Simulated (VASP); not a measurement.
GW runs with VASP on SrTe (rock salt), on PBE orbitals with a Kohn-Sham gap of 1.70 eV on the mesh.

```xyz
2
Lattice="0.0000 3.3300 3.3300 3.3300 0.0000 3.3300 3.3300 3.3300 0.0000" Properties=species:S:1:pos:R:3 pbc="T T T"
Sr     0.0000     0.0000     0.0000
Te     3.3300     3.3300     3.3300
```

Run with PREC = Normal, 500 eV cut-off, 4×4×4 Γ-centred mesh, Gaussian smearing of 0.010 eV, potentials Sr_sv_GW Te_GW.

The mesh is coarse and the basis finite, so the quasiparticle values are not converged. Unless said otherwise, spin-orbit coupling is left out, though it shifts the bands of the heavy elements here.

| run | level | NBANDS | ENCUTGW (eV) | QP gap (eV) | smallest direct QP gap (eV) |
|---|---|---|---|---|---|
| run 1 | G0W0@PBE, 1 step(s) | 64 | 150 | 2.69 | 3.52 |
| run 2 | G0W0@PBE, 1 step(s) | 160 | 200 | 2.81 | 3.61 |
| run 3 | evGW0@PBE, 4 step(s) | 160 | 200 | … | … |

Q: Complete the blanks.

A: 
- run 3, QP gap (eV): 3.03
- run 3, smallest direct QP gap (eV): 3.86

Left out are failed runs and those that VASP or the mesh makes unfit.

The compound is SrTe in the rock salt structure. The cell was not relaxed at this level.
